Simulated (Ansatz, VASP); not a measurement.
# Ga2TeS (Ga2STe monolayer): VASP beside Ansatz, part 2 of 2

Aim: how closely do two programs agree when they are given the same cell, functional and k mesh? The structure shown is the start of the Ansatz relaxation below; VASP solves that cell, so the two are compared at the walk's first step.

VASP 6.6.1 and Ansatz 0.2.0.

So far: Set-up; Ansatz: relaxation, PBE with D3(BJ).

## Step 3: VASP: single point, PBE with D3(BJ), start cell

Level of this step: PBE with D3(BJ); plane waves and PAW (Te, Ga_d, S) (VASP).

The same cell, functional, mesh and smearing now go to VASP, with its own data sets.

Lines of VASP's logs that name or quote its potential files are left out, and so is its time.

The input, INCAR:

```
SYSTEM = Ga2TeS
PREC = Accurate
ENCUT = 400
EDIFF = 1E-06
NELM = 120
ISMEAR = -1
SIGMA = 0.05
LREAL = .FALSE.
ALGO = Normal
GGA = PE
IVDW = 12
NBANDS = 25
LORBIT = 11
LWAVE = .FALSE.
LCHARG = .FALSE.
ISIF = 2
LDIPOL = .TRUE.
IDIPOL = 3
DIPOL = 0.5 0.5 0.505
LVHAR = .TRUE.
LASPH = .TRUE.
GGA_COMPAT = .FALSE.
EFERMI = MIDGAP
NELMDL = -8
```

The input, POSCAR:

```
Ga2TeS
1.0
    3.8454000000      0.0000000000      0.0000000000
   -1.9227000000      3.3302140000      0.0000000000
    0.0000000000      0.0000000000     39.9507220000
Te Ga S
1 2 1
Direct
    0.3333333834      0.6666667668      0.4442973521
    0.0000000000      0.0000000000      0.4795887544
    0.0000000000      0.0000000000      0.5406639960
    0.3333333834      0.6666667668      0.5557026479
```

The input, KPOINTS:

```
Automatic mesh
0
Gamma
12 12 1
0 0 0
```

PAW data sets: Te, Ga_d and S (PBE family, release 64).

Command:

```
$ mpirun -np 1 vasp_std
```

Numbers of over 12 decimals in the logs are rounded to 6 here.

Log:

```text
[banner, memory and clock lines left out]
running    1 mpi-ranks, on    1 nodes
 distrk:  each k-point on    1 cores,    1 groups
 distr:  one band on    1 cores,    1 groups

 POSCAR found type information on POSCAR TeGaS
 POSCAR found :  3 types and       4 ions
 LDA part: xc-table for (Slater+PW92), standard interpolation
 POSCAR, INCAR and KPOINTS ok, starting setup
 FFT: planning ... GRIDC
 FFT: planning ... GRID_SOFT
 FFT: planning ... GRID
 WAVECAR not read
 entering main loop
       N       E                     dE             d eps       ncg     rms          rms(c)
DAV:   1     0.212419595128E+03    0.21242E+03   -0.14026E+04  1166   0.988E+02
DAV:   2     0.106180320988E+02   -0.20180E+03   -0.19824E+03  1218   0.226E+02
DAV:   3    -0.140571972115E+02   -0.24675E+02   -0.24537E+02  1430   0.840E+01
DAV:   4    -0.148652040986E+02   -0.80801E+00   -0.80685E+00  1388   0.163E+01
DAV:   5    -0.148830232665E+02   -0.17819E-01   -0.17813E-01  1524   0.234E+00
DAV:   6    -0.148833415947E+02   -0.31833E-03   -0.31829E-03  1380   0.304E-01
DAV:   7    -0.148833541762E+02   -0.12582E-04   -0.12581E-04  1516   0.647E-02
DAV:   8    -0.148833544986E+02   -0.32240E-06   -0.32250E-06  1212   0.972E-03    0.900E+00
DAV:   9    -0.144770925622E+02    0.40626E+00   -0.62261E-01  1396   0.261E+01    0.561E+00
DAV:  10    -0.144076288007E+02    0.69464E-01   -0.66667E-01  1362   0.776E+00    0.967E-01
DAV:  11    -0.144054466913E+02    0.21821E-02   -0.15540E-01  1307   0.552E+00    0.841E-01
DAV:  12    -0.144059355775E+02   -0.48889E-03   -0.94340E-03  1132   0.771E-01    0.484E-01
DAV:  13    -0.144051651898E+02    0.77039E-03   -0.32597E-03  1370   0.838E-01    0.272E-01
DAV:  14    -0.144049673600E+02    0.19783E-03   -0.17041E-03  1196   0.338E-01    0.975E-02
[...]
DAV:  20    -0.144053771078E+02   -0.67567E-04   -0.10066E-05   906   0.134E-02    0.838E-03
DAV:  21    -0.144054084151E+02   -0.31307E-04   -0.15516E-06   884   0.775E-03    0.256E-03
DAV:  22    -0.144054312539E+02   -0.22839E-04   -0.66028E-07   850   0.558E-03    0.223E-03
DAV:  23    -0.144054433746E+02   -0.12121E-04   -0.22665E-07   857   0.363E-03    0.906E-04
DAV:  24    -0.144054566402E+02   -0.13266E-04   -0.25522E-07   810   0.255E-03    0.103E-03
DAV:  25    -0.144054594491E+02   -0.28089E-05   -0.77759E-08   866   0.123E-03    0.615E-04
DAV:  26    -0.144054630522E+02   -0.36030E-05   -0.63865E-08   787   0.100E-03    0.183E-04
DAV:  27    -0.144054635228E+02   -0.47066E-06   -0.71874E-09   860   0.591E-04
   1 F= -.15334472E+02 E0= -.15334128E+02  d E =-.688726E-03
```

OUTCAR, selected parts (step 3):

```text
ion  position               nearest neighbor table
   1  0.333  0.667  0.444-   2 2.63   2 2.63   2 2.63
   2  0.000  0.000  0.480-   3 2.44   1 2.63   1 2.63   1 2.63
   3  0.000  0.000  0.541-   4 2.30   4 2.30   4 2.30   2 2.44
   4  0.333  0.667  0.556-   3 2.30   3 2.30   3 2.30

  LATTYP: Found a hexagonal cell.
 ALAT       =     3.8454000000
 C/A-ratio  =    10.3892240079

 Subroutine GETGRP returns: Found  6 space group operations
 (whereof  6 operations were pure point group operations)

The static configuration has the point symmetry C_3v.

 Found     19 irreducible k-points:

   k-points           NKPTS =     19   k-points in BZ     NKDIM =     19   number of bands    NBANDS=     25

   dimension x,y,z NGX =    28 NGY =   28 NGZ =  270
   dimension x,y,z NGXF=    56 NGYF=   56 NGZF=  540

   ENCUT  =  400.0 eV  29.40 Ry    5.42 a.u.   6.27  6.27 65.15*2*pi/ulx,y,z

   NELECT =      38.0000    total number of electrons

 k-points in reciprocal lattice and weights: Automatic mesh
   0.00000000  0.00000000  0.00000000       0.007
   0.08333333 -0.00000000  0.00000000       0.042
   0.16666667  0.00000000  0.00000000       0.042
   0.25000000 -0.00000000  0.00000000       0.042
   0.33333333  0.00000000  0.00000000       0.042
   0.41666667 -0.00000000  0.00000000       0.042
   0.50000000 -0.00000000  0.00000000       0.021
   0.08333333  0.08333333  0.00000000       0.042
   0.16666667  0.08333333  0.00000000       0.083
[...]
0.33333333  0.25000000  0.00000000       0.083
   0.33333333  0.33333333  0.00000000       0.014

 dipolmoment           0.000000      0.000000     -0.024009 electrons x Angstroem

 average (electrostatic) potential at core
       1 -96.7958       2 -72.9391       3 -74.0610       4 -95.2801

 E-fermi :  -2.4893

 k-point     1 :       0.0000    0.0000    0.0000
  band No.  band energies     occupation
    ...
     15      -6.2090      2.00000
     16      -6.2090      2.00000
     17      -4.1627      2.00000
     18      -2.6422      1.91030
     19      -2.6422      1.91029
     20      -2.2921      0.03797
     21       0.3038      0.00000
     22       0.3038      0.00000
     23       0.3769      0.00000
     24       1.1725      0.00000
    ...

 k-point     2 :       0.0833   -0.0000    0.0000
  band No.  band energies     occupation
    ...
     15      -6.4448      2.00000
     16      -6.3059      2.00000
     17      -3.8471      2.00000
     18      -3.3423      2.00000
     19      -2.8034      1.99627
     20      -2.0647      0.00041
     21       0.0945      0.00000
     22       0.5113      0.00000
     23       0.7954      0.00000
     24       1.2618      0.00000
    ...

 k-point     3 :       0.1667    0.0000    0.0000
  band No.  band energies     occupation
    ...
     15      -6.5497      2.00000
     16      -6.4030      2.00000
     17      -4.5650      2.00000
     18      -3.5050      2.00000
     19      -3.1800      2.00000
     20      -1.7109      0.00000
     21      -0.1870      0.00000
     22       0.8874      0.00000
     23       1.0294      0.00000
     24       1.4416      0.00000
    ...

 Edisp (eV)   -0.92901

  Total       2.94723     2.94723     1.13044     0.00000     0.00000     0.00000
  in kB       9.22968     9.22968     3.54015     0.00000     0.00000     0.00000
  external pressure =        7.33 kB  Pullay stress =        0.00 kB

  energy-cutoff  :      400.00
  volume of cell :      511.61
      direct lattice vectors                 reciprocal lattice vectors
     3.845400000  0.000000000  0.000000000     0.260050970  0.150140501  0.000000000
    -1.922700000  3.330214000  0.000000000     0.000000000  0.300281003  0.000000000
     0.000000000  0.000000000 39.950722000     0.000000000  0.000000000  0.025030837

 POSITION                                       TOTAL-FORCE (eV/Angst)
 -----------------------------------------------------------------------------------
      0.00000      2.22014     17.75000         0.000000     -0.000000      0.163880
      0.00000      0.00000     19.15992         0.000000     -0.000000     -0.352931
      0.00000      0.00000     21.59992         0.000000      0.000000     -1.509080
      0.00000      2.22014     22.20072        -0.000000     -0.000000      1.698131
 -----------------------------------------------------------------------------------
    total drift:                                0.000001     -0.000217     -0.000579

  FREE ENERGIE OF THE ION-ELECTRON SYSTEM (eV)
  ---------------------------------------------------
  free  energy   TOTEN  =       -15.3344719424 eV

  energy  without entropy=      -15.3337832160  energy(sigma->0) =      -15.33412758

 vacuum level on the upper side and lower side of the slab         1.663         2.003

 total charge
# of ion       s       p       d       tot
------------------------------------------
    1        1.383   2.027   0.035   3.444
    2        0.932   0.767   9.975  11.674
    3        0.885   0.752  10.029  11.667
    4        1.331   2.428   0.000   3.759
--------------------------------------------------
tot          4.531   5.974  20.040  30.545

[... 3 further parts left out ...]
```

## Step 4: Comparison

Known differences besides the potentials themselves: Ansatz cuts the interaction across the vacuum, VASP repeats the sheet with a dipole correction; the data sets hold 48 valence electrons in Ansatz (on its PAW soft_1 files) and 38 in VASP; the cutoff is 420 eV in Ansatz and 400 eV in VASP. Total energies have different zeros and are not compared.

Forces (eV/Å; atoms numbered as in POSCAR):

| atom | Ansatz x, y, z | VASP x, y, z |
| --- | --- | --- |
| Te1 | 0.000, 0.000, 0.190 | 0.000, 0.000, 0.164 |
| Ga2 | 0.000, 0.000, -0.376 | 0.000, 0.000, -0.353 |
| Ga3 | 0.000, 0.000, -1.502 | 0.000, 0.000, -1.509 |
| S4 | 0.000, 0.000, 1.687 | 0.000, 0.000, 1.698 |

The forces differ by 11 meV/Å r.m.s., which is 1.6 % of the r.m.s. force of 0.665 eV/Å (both taken over all components). With vacuum in the cell, a pressure given here is an average over mostly empty space and none of the material.

## Step 5: Results

* r.m.s. force difference (single point, PBE with D3(BJ), start cell): 1.6 % of the r.m.s. force

The r.m.s. force difference is 1.6 % of the r.m.s. force (single point, PBE with D3(BJ), start cell), within the 3 % picked in this series as the mark of a large difference. The data sets hold unlike numbers of valence electrons (48 in Ansatz and 38 in VASP), so part of the differences comes from the potentials. 1 further run of this series is not shown here. How closely two codes agree says nothing of how well the functional describes the real material.

[Lines on the potential files, build, host, timing and source positions are cut from VASP's logs without a mark.]

[Logs are printed without paths, hosts, clocks, repeated set-up lines and the standing remarks that a program may print on its own settings, such as how far it seeks lower states.]

[Hosts, paths, dates, database ids (printed as entryN), source tags and the programs' standing remarks are cut or masked in the printed files.]
